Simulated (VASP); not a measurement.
Output of a VASP run:

File OSZICAR:
```
       N       E                     dE             d eps       ncg     rms          rms(c)
DAV:   1     0.409706405139E+03    0.40971E+03   -0.20708E+04  1448   0.257E+03
DAV:   2     0.387531370042E+02   -0.37095E+03   -0.36605E+03  1552   0.575E+02
DAV:   3    -0.149613549588E+02   -0.53714E+02   -0.53443E+02  1752   0.192E+02
DAV:   4    -0.169173120902E+02   -0.19560E+01   -0.19550E+01  1560   0.417E+01
DAV:   5    -0.169775769487E+02   -0.60265E-01   -0.60257E-01  1960   0.724E+00    0.112E+01
DAV:   6    -0.136047076700E+02    0.33729E+01   -0.22945E+01  2456   0.516E+01    0.466E+00
DAV:   7    -0.135916222742E+02    0.13085E-01   -0.21585E+00  1640   0.955E+00    0.250E+00
DAV:   8    -0.135923098000E+02   -0.68753E-03   -0.58003E-01  2128   0.546E+00    0.104E+00
DAV:   9    -0.135694277220E+02    0.22882E-01   -0.17261E-01  2216   0.403E+00    0.250E-01
DAV:  10    -0.135716521158E+02   -0.22244E-02   -0.19390E-02  2072   0.128E+00    0.207E-01
DAV:  11    -0.135706656342E+02    0.98648E-03   -0.60976E-03  2248   0.748E-01    0.262E-02
DAV:  12    -0.135707402427E+02   -0.74608E-04   -0.66350E-04  1528   0.163E-01    0.398E-02
DAV:  13    -0.135707313901E+02    0.88525E-05   -0.77237E-05  2224   0.931E-02    0.585E-03
DAV:  14    -0.135707316438E+02   -0.25369E-06   -0.53176E-06  1672   0.208E-02    0.467E-03
DAV:  15    -0.135707319899E+02   -0.34606E-06   -0.10158E-06  1968   0.751E-03    0.132E-03
DAV:  16    -0.135707320833E+02   -0.93391E-07   -0.83969E-08  1032   0.281E-03
   1 F= -.13570732E+02 E0= -.13570732E+02  d E =0.000000E+00
```

### OUTCAR
```
------------------------ aborting loop because EDIFF is reached ----------------------------------------
  FORCE on cell =-STRESS in cart. coord.  units (eV):
  Direction    XX          YY          ZZ          XY          YZ          ZX
  --------------------------------------------------------------------------------------
  Total       -0.0281175     -0.0281175      0.0486693      0.0000000      0.0000000      0.0000000
  in kB       -0.6572332     -0.6572332      1.1376220      0.0000000      0.0000000      0.0000000
  external PRESSURE =      -0.0589482 kB  Pullay stress =       0.0000000 kB
  volume of cell :       68.54
      direct lattice vectors                 reciprocal lattice vectors
     3.822914653  0.000000000  0.000000000     0.261580519  0.000000000  0.000000000
     0.000000000  3.822914653  0.000000000     0.000000000  0.261580519  0.000000000
     0.000000000  0.000000000  4.690058250     0.000000000  0.000000000  0.213216968
 POSITION                                       TOTAL-FORCE (eV/Angst)
 -----------------------------------------------------------------------------------
      1.91146      0.00000      3.53317        -0.000000      0.000000      0.015906
      0.00000      1.91146      1.15689        -0.000000      0.000000     -0.015906
      1.91146      1.91146      0.00000         0.000000      0.000000      0.000000
      0.00000      0.00000      0.00000        -0.000000     -0.000000      0.000000
 -----------------------------------------------------------------------------------
    total drift:                                0.000000      0.000000      0.000000
  FREE ENERGIE OF THE ION-ELECTRON SYSTEM (eV)
  ---------------------------------------------------
  free  energy   TOTEN  =       -13.5707320833 eV

  energy  without entropy=      -13.5707320833  energy(sigma->0) =      -13.57073208

 total charge

# of ion       s       p       d       tot
------------------------------------------
    1        1.248   0.796  10.077  12.121
    2        1.248   0.796  10.077  12.121
    3        1.571   3.422   0.000   4.993
    4        1.571   3.422   0.000   4.993
--------------------------------------------------
tot          5.639   8.436  20.153  34.228

 Electric field gradients after diagonalization (V/A^2)
 (convention: |V_zz| > |V_xx| > |V_yy|)
----------------------------------------------------------------------
 ion       V_xx      V_yy      V_zz     asymmetry (V_yy - V_xx)/ V_zz
----------------------------------------------------------------------
   1      81.235    81.235  -162.471       0.000
   2      81.235    81.235  -162.471       0.000
   3      -0.569    -0.569     1.138       0.000
   4      -0.569    -0.569     1.138       0.000
```
(Selected blocks of OUTCAR.)

File POSCAR:
```
SnO
1
    3.8229146527     0.0000000000     0.0000000000
    0.0000000000     3.8229146527     0.0000000000
    0.0000000000     0.0000000000     4.6900582502
Sn O
2 2
Direct
  0.5000000000   0.0000000000   0.7533318392
  0.0000000000   0.5000000000   0.2466681608
  0.5000000000   0.5000000000   0.0000000000
  0.0000000000   0.0000000000   0.0000000000
```

### Question
Reconstruct the remaining input files.

### Answer
This is not unique; one that fits is the input of the run itself, vdW-DF-cx, plane waves, VASP's PBE PAW potentials (set 64).

### INCAR
```
AGGAC = 0.0
ALGO = Normal
EDIFF = 1E-7
ENCUT = 520
GGA = CX
ISIF = 2
ISMEAR = -5
LASPH = .TRUE.
LCHARG = .TRUE.
LEFG = .TRUE.
LMAXMIX = 4
LORBIT = 11
LREAL = .FALSE.
LUSE_VDW = .TRUE.
LWAVE = .FALSE.
NEDOS = 601
NELM = 100
PREC = Accurate
SYSTEM = SnO
```

### KPOINTS
```
Automatic mesh
0
Gamma
7 7 5
0 0 0
```

POTCAR, in this order: Sn_d O (PBE.64 set). Program: vasp_std.

The compound is SnO in the litharge structure. It was relaxed first.
